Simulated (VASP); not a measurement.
Input:

```xyz
3
Lattice="0.0000 2.5858 2.5105 2.5858 0.0000 2.5105 2.5858 2.5858 0.0000" Properties=species:S:1:pos:R:3 pbc="T T T"
Hf     0.0000     0.0000     0.0000
O      1.2929     1.2929     1.2552
O      3.8787     3.8787     3.7657
```

These are PBEsol GGA, VASP's PBE PAW potentials (set 64) (plane waves; VASP) values and carry that method's errors. Settings: 600 eV cut-off, 8×8×8 Γ-centred mesh, Gaussian smearing of 0.050 eV, potentials Hf_pv O.

**Question.** What does the run give for the energy per atom (σ→0), pressure?

**Answer.** 
The energy per atom (σ→0) comes out as -10.509 eV/atom and the pressure is -14.42 GPa.

The absolute energy has meaning only against runs of the same code, potentials and settings.

The compound is HfO2 in the fluorite structure, the high-temperature cubic form, which is unstable at 0 K; the monoclinic form is the stable one. This cell was strained or had an atom moved on purpose.
